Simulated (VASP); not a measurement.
# Rhodium: how cutoff and mesh change the relaxed cell, part 2 of 2

Aim: test the relaxed volume of Rhodium against cutoff and mesh. The starting structure is a measured crystal structure from the Crystallography Open Database.

VASP 6.6.1.

Results so far: reference 13.49 Å³ an atom; a cutoff of 250 eV 13.11 Å³ an atom; a 7×7×7 mesh 13.42 Å³ an atom.

## (5) Relaxation with a cutoff of 420 eV (continued)

Level of this step: PBEsol; plane waves and PAW (Rh_pv) (VASP).

Parts of OUTCAR (step 5):

```text
  Total        0.0035518      0.0035518      0.0035518      0.0000000      0.0000000      0.0000000
  in kB        0.4226770      0.4226770      0.4226770      0.0000000      0.0000000      0.0000000
  external PRESSURE =       0.4226770 kB  Pullay stress =       0.0000000 kB

 POSITION                                       TOTAL-FORCE (eV/Angst)
 -----------------------------------------------------------------------------------
      0.00000      0.00000      0.00000        -0.000000     -0.000000     -0.000000
 -----------------------------------------------------------------------------------
    total drift:                                0.000000     -0.000000      0.000000

  FREE ENERGIE OF THE ION-ELECTRON SYSTEM (eV)
  ---------------------------------------------------
  free  energy   TOTEN  =        -8.1427652046 eV

  energy  without entropy=       -8.1428711358  energy(sigma->0) =       -8.14280052

[... 2 parts as in an earlier step ...]

[... 2 further parts left out ...]
[key lines of the parts left out:]
E-fermi :  12.1844
```

With a cutoff of 420 eV the cell ends at 13.463 Å³ an atom, -0.19 % from the reference; the bulk modulus is 299.9 GPa against 297.4 GPa.

## (6) Relaxation with an 18×18×18 mesh

Against step 2 the input has an 18×18×18 mesh.

Contents of INCAR:

```
SYSTEM = Rh
PREC = Accurate
ENCUT = 450
EDIFF = 1E-06
NELM = 100
ISMEAR = 1
SIGMA = 0.1
LREAL = .FALSE.
ALGO = Normal
GGA = PS
LORBIT = 11
LWAVE = .FALSE.
LCHARG = .FALSE.
KPAR = 2
IBRION = 2
NSW = 50
ISIF = 3
EDIFFG = -0.01
```

Contents of POSCAR:

```
Rh
1.0
    0.0000000000      1.9015500000      1.9015500000
    1.9015500000      0.0000000000      1.9015500000
    1.9015500000      1.9015500000      0.0000000000
Rh
1
Direct
    0.0000000000      0.0000000000      0.0000000000
```

Contents of KPOINTS:

```
Automatic mesh
0
Gamma
18 18 18
0 0 0
```

Potentials, in the order of the species: Rh_pv (PBE family, release 64).

Run with:

```sh
$ mpirun -np 2 vasp_std
```

Output:

```text
[... set-up lines as in an earlier step ...]
 entering main loop
       N       E                     dE             d eps       ncg     rms          rms(c)
DAV:   1     0.104216404343E+03    0.10422E+03   -0.87387E+03  4322   0.132E+03
DAV:   2    -0.743656078529E+01   -0.11165E+03   -0.10674E+03  4419   0.366E+02
DAV:   3    -0.876478795708E+01   -0.13282E+01   -0.13215E+01  4953   0.456E+01
DAV:   4    -0.877254414460E+01   -0.77562E-02   -0.77555E-02  4679   0.361E+00
[...]
DAV:   9    -0.813311765792E+01    0.23431E-03   -0.23731E-04  4956   0.258E-01    0.230E-02
DAV:  10    -0.813312276498E+01   -0.51071E-05   -0.26061E-06  4517   0.215E-02    0.289E-03
DAV:  11    -0.813312270802E+01    0.56960E-07   -0.38147E-07  2601   0.908E-03
   1 F= -.81331227E+01 E0= -.81330773E+01  d E =-.813312E+01
[...]
N       E                     dE             d eps       ncg     rms          rms(c)
DAV:   1    -0.946298547122E+01   -0.13299E+01   -0.20361E+01  4521   0.740E+01    0.105E+01
[...]
DAV:   6    -0.810546307560E+01    0.51285E-04   -0.18767E-05  4533   0.625E-02    0.577E-03
DAV:   7    -0.810546226817E+01    0.80744E-06   -0.84832E-07  3308   0.149E-02
   2 F= -.81054623E+01 E0= -.81054575E+01  d E =0.276604E-01
 trial-energy change:    0.027660  1 .order    0.029570   -0.031472    0.090613
 step:   0.2766(harm=  0.2578)  dis= 0.00000  next Energy=    -8.137515 (dE=-0.439E-02)
[...]
N       E                     dE             d eps       ncg     rms          rms(c)
DAV:   1    -0.887719076262E+01   -0.77173E+00   -0.11166E+01  4503   0.569E+01    0.587E+00
DAV:   2    -0.813932859729E+01    0.73786E+00   -0.18125E+00  4434   0.203E+01    0.155E+00
DAV:   3    -0.813584650556E+01    0.34821E-02   -0.19621E-02  4806   0.187E+00    0.823E-01
DAV:   4    -0.813742407112E+01   -0.15776E-02   -0.36888E-03  4557   0.806E-01    0.127E-01
DAV:   5    -0.813760858795E+01   -0.18452E-03   -0.16411E-04  4991   0.153E-01    0.333E-02
DAV:   6    -0.813759156777E+01    0.17020E-04   -0.93282E-06  4473   0.483E-02    0.437E-03
DAV:   7    -0.813759127151E+01    0.29626E-06   -0.64907E-08  2730   0.340E-03
   3 F= -.81375913E+01 E0= -.81375589E+01  d E =-.446856E-02
[...]
reached required accuracy - stopping structural energy minimisation
```

Wall time 29 s (2 MPI ranks of AMD EPYC 7R43, shared host); peak memory 0.22 GiB.

OUTCAR, selected parts (step 6):

```text
  Total       -0.0087481     -0.0087481     -0.0087481     -0.0000000      0.0000000      0.0000000
  in kB       -1.0384922     -1.0384922     -1.0384922     -0.0000000      0.0000000      0.0000000
  external PRESSURE =      -1.0384922 kB  Pullay stress =       0.0000000 kB

  FREE ENERGIE OF THE ION-ELECTRON SYSTEM (eV)
  ---------------------------------------------------
  free  energy   TOTEN  =        -8.1375912715 eV

  energy  without entropy=       -8.1374942975  energy(sigma->0) =       -8.13755895

[... 2 parts as in an earlier step ...]

[... 3 further parts left out ...]
[key lines of the parts left out:]
E-fermi :  12.1104
```

With an 18×18×18 mesh the cell ends at 13.497 Å³ an atom, +0.06 % from the reference; the bulk modulus is 296.5 GPa against 297.4 GPa.

## (7) The runs compared

| run | volume (Å³/atom) | change (%) | bulk modulus (GPa) | pressure left (GPa) | core minutes |
| --- | --- | --- | --- | --- | --- |
| reference | 13.489 | - | 297.4 | -0.11 | 0.4 |
| a cutoff of 250 eV | 13.113 | -2.78 | 324.3 | -0.06 | 0.387 |
| a 7×7×7 mesh | 13.425 | -0.47 | 302.6 | 0.0 | 0.227 |
| a cutoff of 420 eV | 13.463 | -0.19 | 299.9 | 0.04 | 0.387 |
| an 18×18×18 mesh | 13.497 | 0.06 | 296.5 | -0.1 | 0.967 |

Core minutes are wall time times ranks, summed over the relaxations behind a row (those for a bulk modulus apart), on shared hosts.

## (8) Results

| Quantity | Value |
| --- | --- |
| volume of the reference | 13.49 Å³/atom |
| volume against the reference, a cutoff of 250 eV | -2.78 % |
| volume against the reference, a 7×7×7 mesh | -0.47 % |
| volume against the reference, a cutoff of 420 eV | -0.19 % |
| volume against the reference, an 18×18×18 mesh | +0.06 % |

In words: The volume moves most with a cutoff of 250 eV: -2.78 % against the reference (450 eV, 12×12×12 mesh). On finer settings it changes by +0.06 % with an 18×18×18 mesh. The relaxations stop with up to 0.11 GPa left, which at the bulk modulus found here is 0.04 % of the volume. That understates it: a restart alone still moved the volume by up to 0.9 %. A cell that shrinks at the lower cutoff is the usual mark of Pulay stress, the error that a plane-wave basis makes when it is kept while the volume changes. The bulk modulus is more sensitive: it changes by +9.0 % with a cutoff of 250 eV. Further runs on this material are not shown.

[Lines on the potential files, build, host, timing and source positions are cut from VASP's logs without a mark.]

[Logs are printed without paths, hosts, clocks, repeated set-up lines and the standing remarks that a program may print on its own settings, such as how far it seeks lower states.]

[Hosts, paths, dates, database ids (printed as entryN), source tags and the programs' standing remarks are cut or masked in the printed files.]
